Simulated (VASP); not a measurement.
Here is the system:

```xyz
3
Lattice="3.0128 0.0000 0.0000 -1.5064 2.6092 0.0000 0.0000 0.0000 3.4635" Properties=species:S:1:pos:R:3 pbc="T T T"
Mg     0.0000     0.0000     0.0000
B      1.5064     0.8697     1.7317
B      0.0000     1.7395     1.7317
```

Calculation: PBE GGA, VASP's PBE PAW potentials (set 64) (plane waves; VASP). Numerical set-up: 400 eV cut-off, 9×9×7 Γ-centred mesh, Fermi-Dirac smearing of 0.10 eV, potentials Mg B.

At this cut-off the stress carries a Pulay error, which pulls relaxed volumes low. Energy and stress use the plane-wave basis of the starting cell.

The ions, cell shape and volume are relaxed. Which structure does the run end with?

```xyz
3
Lattice="3.0731 0.0000 0.0000 -1.5365 2.6614 0.0000 0.0000 0.0000 3.5261" Properties=species:S:1:pos:R:3 pbc="T T T"
Mg     0.0000     0.0000     0.0000
B      1.5366     0.8871     1.7630
B      0.0000     1.7743     1.7630
```
Space group P6/mmm (191), at a tolerance of 0.03 Å.

How do energy and volume change from the first to the last step?

The energy (σ→0) changes by -16.2 meV/atom and the volume by +5.9 %, in 5 ionic steps.

The structure comes from a computed database's MgB2 entry; how it stands against other phases isn't given here. This run relaxes it. Symmetry was kept, so distortions that lower it aren't found. The run is one of a series of settings (EDIFFG = -0.01, IBRION = 2, ISIF = 3, NSW = 50 against the base run), some of them coarse on purpose.
